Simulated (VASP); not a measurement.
Data:

```xyz
6
Lattice="1.5493 -2.6834 0.0000 1.5493 2.6834 0.0000 0.0000 0.0000 11.6391" Properties=species:S:1:pos:R:3 pbc="T T T"
W      1.5493     0.8945     2.9098
W      1.5493    -0.8945     8.7293
Se     1.5493     0.8945    10.4355
Se     1.5493    -0.8945     4.6159
Se     1.5493    -0.8945     1.2037
Se     1.5493     0.8945     7.0232
```

These are PBE GGA, VASP's PBE PAW potentials (set 64) (plane waves; VASP) values and carry that method's errors. Run with 500 eV cut-off, 8×8×2 Γ-centred mesh, Gaussian smearing of 0.050 eV, potentials W_sv Se.

Energy and stress use the plane-wave basis of the starting cell. Without a dispersion term in the relaxation, distances and binding between the weakly bound layers, chains or molecules are unreliable, and so is what depends on them.

### Question
The ions, cell shape and volume at an external pressure of 45.0 GPa are relaxed. Which structure does the run end with?

### Answer

```xyz
6
Lattice="1.5146 -2.6233 0.0000 1.5146 2.6233 0.0000 0.0000 0.0000 11.4154" Properties=species:S:1:pos:R:3 pbc="T T T"
W      1.5146     0.8744     2.8539
W      1.5146    -0.8744     8.5616
Se     1.5146     0.8744    10.2725
Se     1.5146    -0.8744     4.5648
Se     1.5146    -0.8744     1.1429
Se     1.5146     0.8744     6.8506
```
Space group P6_3/mmc (194), at a tolerance of 0.03 Å.

### Question
How do energy and volume change from the first to the last step?

### Answer
The energy (σ→0) changes by +234.0 meV/atom and the volume by -6.3 %, in 10 ionic steps.

The compound is WSe2 in the 2H layered structure. This run relaxes it under an external pressure of 45 GPa. Symmetry was kept, so distortions that lower it aren't found.
